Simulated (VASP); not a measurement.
Here is a VASP 6.6.1 calculation.

File INCAR:

```
ALGO = Normal ; EDIFF = 1E-7
ENCUT = 520 ; GGA = PE
ISIF = 2 ; ISMEAR = -1
ISPIN = 2 ; LASPH = T
LCHARG = T ; LELF = T
LMAXMIX = 4 ; LORBIT = 11
LREAL = F ; LVHAR = T
LWAVE = F ; MAGMOM = 3 3 1 1 0 0 0
NBANDS = 34 ; NELM = 150
PREC = Accurate ; SIGMA = 0.05
```

Contents of KPOINTS:

```
k-points
0
Gamma
  6 10 6
```

File POSCAR:

```
Ti2Fe2H3
1.0
    4.4674317479      0.0000000000      0.0000000000
    0.0000000000      2.7517220000      0.0000000000
   -0.1704501978      0.0000000000      4.8044781472
Fe Ti H
2 2 3
Direct
    0.2978720000     -0.0123520000      0.1766440000
    0.7841370000     -0.0037760000      0.8232610000
    0.8092040000      0.5054860000      0.3085840000
    0.2843330000      0.5061430000      0.6824800000
    0.5526810000      0.0063600000      0.4966060000
    0.9639040000      0.5132810000      0.9489800000
    0.4739560000      0.5000530000      0.0472260000
```

Potentials or basis: VASP PAW PBE potentials, release 64 (Fe, Ti_sv, H).

Run with:

```bash
$ cat potpaw_PBE.64/Fe/POTCAR potpaw_PBE.64/Ti_sv/POTCAR potpaw_PBE.64/H/POTCAR > POTCAR
$ mpirun -np 1 vasp_std > vasp.out
```

Question: What does it give for the largest force?

Answer: 0.407 eV/Å.

Question: Estimate the pressure.

Answer: -0.6 GPa.

Question: What does it give for the band gap on the k mesh?

Answer: None (metal or under the smearing width).

Stress tensor (GPa, compression positive):
```
 0.03 -0.72  0.25
-0.72 -0.36 -0.06
 0.25 -0.06 -1.52
```
